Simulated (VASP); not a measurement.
Input:

```
CELL_PARAMETERS angstrom
      2.15100    -5.43000     0.00000
      2.15100     5.43000     0.00000
      0.00000     0.00000     4.07300
ATOMIC_POSITIONS crystal
  Y  0.86200 0.13800 0.25000
  Y  0.13800 0.86200 0.75000
  Ga 0.58300 0.41700 0.25000
  Ga 0.41700 0.58300 0.75000
```

Level of theory: LDA (Ceperley-Alder, Perdew-Zunger), VASP's LDA PAW potentials (set 64) (plane waves; VASP 6.6.1). Settings: 300 eV cut-off, 6×6×6 Γ-centred mesh, Fermi-Dirac smearing of 0.10 eV, potentials Y_sv Ga_d.

At this cut-off the stress carries a Pulay error, which pulls relaxed volumes low.

### Question
Predict the energy per atom (σ→0), pressure, largest force, band gap (on the k-mesh) with the smallest direct gap where there is one.

### Answer

The band gap (on the k-mesh) comes out as none (metal, semimetal or under 0.01 eV). The energy per atom (σ→0) is -5.954 eV/atom and the pressure is -4.21 GPa. The largest force is 0.500 eV/Å.

Only differences to runs with the same potentials and settings are physical.

The structure comes from a measured YGa entry of the Crystallography Open Database, whose conditions weren't checked. The cell was not relaxed at this level.
